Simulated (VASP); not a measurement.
Calculation: PBE GGA, VASP's PBE PAW potentials (set 64) (plane waves; VASP).

The input files of a VASP run:

POSCAR:
```
Fe3Mo
1.0
  3.6147560000   0.0000000000   0.0000000000
  0.0000000000   3.6147560000   0.0000000000
  0.0000000000   0.0000000000   3.6147560000
Fe Mo
3 1
direct
  0.0000000000   0.5000000000   0.5000000000
  0.5000000000   0.5000000000   0.0000000000
  0.5000000000   0.0000000000   0.5000000000
  0.0000000000   0.0000000000   0.0000000000
```

### KPOINTS
```
K-points
0
gamma
  5 5 5
0 0 0
```

INCAR:
```
! general
SYSTEM =Fe3Mo
PREC   =Accurate
ENCUT  =300
LREAL  =F   ! projection in real space or not
LASPH  =T   ! aspherical one-centre terms

! electronic loop
EDIFF  =1E-6   ! SCF stop (eV)
NELM   =100   ! most electronic steps
ALGO   =Normal   ! blocked Davidson
LMAXMIX=4   ! l cut-off of mixed one-centre charges

! smearing
ISMEAR =-1   ! Fermi-Dirac
SIGMA  =0.136

! functional
GGA    =PE   ! PBE

! spin
ISPIN  =2
MAGMOM =4.0 4.0 4.0 0.0

! ions
IBRION =2   ! conjugate gradients
NSW    =50
ISIF   =3   ! ions, shape and volume
EDIFFG =-0.01

! output
LWAVE  =F
LCHARG =F
LORBIT =11   ! lm-projected
```

POTCAR, in this order: Fe Mo_sv (PBE.64 set). Program: vasp_std.

Output

### OSZICAR
```
       N       E                     dE             d eps       ncg     rms          rms(c)
DAV:   1     0.267025886001E+03    0.26703E+03   -0.12436E+04  1176   0.109E+03
DAV:   2    -0.220576467843E+02   -0.28908E+03   -0.27464E+03  1170   0.335E+02
DAV:   3    -0.372047593139E+02   -0.15147E+02   -0.13693E+02  1283   0.890E+01
DAV:   4    -0.375843593564E+02   -0.37960E+00   -0.37561E+00  1270   0.147E+01
DAV:   5    -0.375908969860E+02   -0.65376E-02   -0.65341E-02  1419   0.180E+00    0.301E+01
DAV:   6    -0.453685629422E+02   -0.77777E+01   -0.51230E+01  1415   0.924E+01    0.289E+01
DAV:   7    -0.357025233605E+02    0.96660E+01   -0.33515E+01  1420   0.582E+01    0.760E+00
DAV:   8    -0.355044070187E+02    0.19812E+00   -0.15170E+00  1357   0.125E+01    0.400E+00
DAV:   9    -0.354811461860E+02    0.23261E-01   -0.52968E-02  1492   0.223E+00    0.196E+00
DAV:  10    -0.354705276620E+02    0.10619E-01   -0.38855E-02  1555   0.183E+00    0.555E-01
DAV:  11    -0.354712197153E+02   -0.69205E-03   -0.39393E-03  1534   0.518E-01    0.189E-01
DAV:  12    -0.354712015154E+02    0.18200E-04   -0.58719E-04  1399   0.220E-01    0.166E-01
DAV:  13    -0.354712222245E+02   -0.20709E-04   -0.65130E-05  1519   0.897E-02    0.812E-02
DAV:  14    -0.354712564858E+02   -0.34261E-04   -0.85904E-05  1721   0.855E-02    0.466E-02
DAV:  15    -0.354712615151E+02   -0.50293E-05   -0.37567E-05  1729   0.575E-02    0.120E-02
DAV:  16    -0.354712633633E+02   -0.18482E-05   -0.34316E-06  1098   0.177E-02    0.112E-02
DAV:  17    -0.354712644803E+02   -0.11171E-05   -0.29376E-06   772   0.152E-02    0.369E-03
DAV:  18    -0.354712646898E+02   -0.20945E-06   -0.10277E-06   755   0.691E-03
   1 F= -.35471265E+02 E0= -.35327749E+02  d E =-.354713E+02  mag=     2.0344
       N       E                     dE             d eps       ncg     rms          rms(c)
DAV:   1    -0.355473772111E+02   -0.76113E-01   -0.17628E+00  1210   0.143E+01    0.282E+00
DAV:   2    -0.354872993207E+02    0.60078E-01   -0.34056E-01  1326   0.697E+00    0.130E+00
DAV:   3    -0.355019370233E+02   -0.14638E-01   -0.20425E-01  1516   0.517E+00    0.181E+00
DAV:   4    -0.354703730641E+02    0.31564E-01   -0.59159E-02  1513   0.277E+00    0.445E-01
DAV:   5    -0.354701941176E+02    0.17895E-03   -0.13231E-03  1196   0.262E-01    0.283E-01
DAV:   6    -0.354700655372E+02    0.12858E-03   -0.57500E-04  1428   0.178E-01    0.593E-02
DAV:   7    -0.354700849987E+02   -0.19462E-04   -0.52033E-05  1413   0.547E-02    0.308E-02
DAV:   8    -0.354700916056E+02   -0.66069E-05   -0.99148E-06  1460   0.317E-02    0.150E-02
DAV:   9    -0.354700936106E+02   -0.20050E-05   -0.51041E-06  1054   0.199E-02    0.714E-03
DAV:  10    -0.354700937919E+02   -0.18135E-06   -0.18074E-06   795   0.102E-02
   2 F= -.35470094E+02 E0= -.35327310E+02  d E =0.117090E-02  mag=     1.8811
       N       E                     dE             d eps       ncg     rms          rms(c)
DAV:   1    -0.354992001696E+02   -0.29107E-01   -0.60900E-01  1215   0.842E+00    0.160E+00
DAV:   2    -0.354787817087E+02    0.20418E-01   -0.12240E-01  1324   0.413E+00    0.790E-01
DAV:   3    -0.354835140981E+02   -0.47324E-02   -0.71718E-02  1556   0.310E+00    0.106E+00
DAV:   4    -0.354725054046E+02    0.11009E-01   -0.20218E-02  1476   0.161E+00    0.245E-01
DAV:   5    -0.354724349689E+02    0.70436E-04   -0.52095E-04  1205   0.170E-01    0.147E-01
DAV:   6    -0.354723892246E+02    0.45744E-04   -0.20310E-04  1411   0.104E-01    0.361E-02
DAV:   7    -0.354723952921E+02   -0.60674E-05   -0.29510E-05  1373   0.445E-02    0.201E-02
DAV:   8    -0.354723980179E+02   -0.27258E-05   -0.43584E-06  1149   0.214E-02    0.982E-03
DAV:   9    -0.354723992794E+02   -0.12615E-05   -0.25434E-06   739   0.141E-02    0.458E-03
DAV:  10    -0.354723997075E+02   -0.42803E-06   -0.10015E-06   698   0.634E-03
   3 F= -.35472400E+02 E0= -.35329192E+02  d E =-.113502E-02  mag=     1.9693
```

### OUTCAR
```
------------------------ aborting loop because EDIFF is reached ----------------------------------------
  FORCE on cell =-STRESS in cart. coord.  units (eV):
  Direction    XX          YY          ZZ          XY          YZ          ZX
  --------------------------------------------------------------------------------------
  Total        0.0088614      0.0088614      0.0088614      0.0000000      0.0000000      0.0000000
  in kB        0.3023385      0.3023385      0.3023385      0.0000000      0.0000000      0.0000000
  external PRESSURE =       0.3023385 kB  Pullay stress =       0.0000000 kB
  volume of cell :       46.96
      direct lattice vectors                 reciprocal lattice vectors
     3.607771869  0.000000000  0.000000000     0.277179388 -0.000000000  0.000000000
     0.000000000  3.607771869  0.000000000    -0.000000000  0.277179388  0.000000000
    -0.000000000 -0.000000000  3.607771869    -0.000000000 -0.000000000  0.277179388
 POSITION                                       TOTAL-FORCE (eV/Angst)
 -----------------------------------------------------------------------------------
     -0.00000      1.80389      1.80389         0.000000      0.000000      0.000000
      1.80389      1.80389      0.00000        -0.000000     -0.000000      0.000000
      1.80389     -0.00000      1.80389         0.000000      0.000000      0.000000
      0.00000      0.00000      0.00000        -0.000000     -0.000000      0.000000
 -----------------------------------------------------------------------------------
    total drift:                               -0.000000     -0.000000     -0.000000
  FREE ENERGIE OF THE ION-ELECTRON SYSTEM (eV)
  ---------------------------------------------------
  free  energy   TOTEN  =       -35.4723997075 eV

  energy  without entropy=      -35.1859837557  energy(sigma->0) =      -35.32919173

 total charge

# of ion       s       p       d       tot
------------------------------------------
    1        0.516   0.588   6.314   7.418
    2        0.516   0.588   6.314   7.418
    3        0.516   0.588   6.314   7.418
    4        2.414   6.222   3.906  12.542
--------------------------------------------------
tot          3.962   7.984  22.848  34.794

 magnetization (x)

# of ion       s       p       d       tot
------------------------------------------
    1        0.001  -0.005   0.785   0.781
    2        0.001  -0.005   0.785   0.781
    3        0.001  -0.005   0.785   0.781
    4       -0.012  -0.015  -0.350  -0.377
--------------------------------------------------
tot         -0.011  -0.031   2.007   1.965

 reached required accuracy - stopping structural energy minimisation
```
(Selected blocks of OUTCAR.)

File CONTCAR:
```
Fe3Mo
   1.00000000000000
     3.6077718689511924    0.0000000000000000    0.0000000000000000
     0.0000000000000000    3.6077718689511924    0.0000000000000000
    -0.0000000000000000   -0.0000000000000000    3.6077718689511924
  Fe              Mo
     3     1
Direct
     0.0000000000000000    0.5000000000000000    0.5000000000000000
     0.5000000000000000    0.5000000000000000    0.0000000000000000
     0.5000000000000000    0.0000000000000000    0.5000000000000000
     0.0000000000000000    0.0000000000000000    0.0000000000000000
```

**OUTCAR**
```
 val. band max:        8.5064061993   @ k =   0.4000   0.4000   0.0000

 cond. band min:       8.5252696201   @ k =   0.4000   0.2000   0.2000


 Fermi energy:         8.5159717262

 spin component 1

 k-point     1 :       0.0000    0.0000    0.0000
  band No.  band energies     occupation
      1     -52.3602      1.00000
      2     -26.4563      1.00000
      3     -26.4563      1.00000
      4     -26.4563      1.00000
      5       0.3232      1.00000
      6       2.9987      1.00000
      7       2.9987      1.00000
      8       4.0748      1.00000
      9       4.2362      1.00000
     10       4.2362      1.00000
     11       4.2362      1.00000
     12       6.8747      0.99999
     13       6.8747      0.99999
     14       6.8747      0.99999
     15       8.0141      0.97564
     16       8.0141      0.97564
     17       8.7269      0.17500
     18       9.2565      0.00430
     19       9.2565      0.00430
     20       9.2565      0.00430
     21      10.4079      0.00000
     22      10.4079      0.00000
     23      11.6207      0.00000
     24      11.6207      0.00000
     25      11.6207      0.00000
     26      11.8130      0.00000
     27      11.8130      0.00000
     28      11.8130      0.00000
     29      19.8457      0.00000

 k-point     2 :       0.2000    0.0000    0.0000
  band No.  band energies     occupation
      1     -52.3577      1.00000
      2     -26.4846      1.00000
      3     -26.4579      1.00000
      4     -26.4579      1.00000
      5       0.8765      1.00000
      6       3.3271      1.00000
      7       3.3406      1.00000
      8       4.2966      1.00000
      9       4.4526      1.00000
     10       4.5236      1.00000
     11       4.5236      1.00000
     12       6.5984      1.00000
     13       7.0719      0.99998
     14       7.0720      0.99998
     15       7.7872      0.99532
     16       8.0536      0.96771
     17       8.3334      0.79295
...
```

At this cut-off the stress carries a Pulay error, which pulls relaxed volumes low.

The structure was generated: Fe3Mo was put into an ordered model structure, which need not be its known phase. This run relaxes it. Symmetry was kept, so distortions that lower it aren't found. The k-mesh is coarse (spacing up to 0.35 per Å, 2π included), so the numbers may not be converged in it. The run is one of a series of settings (EDIFFG = -0.01, IBRION = 2, ISIF = 3, NSW = 50 against the base run), some of them coarse on purpose.
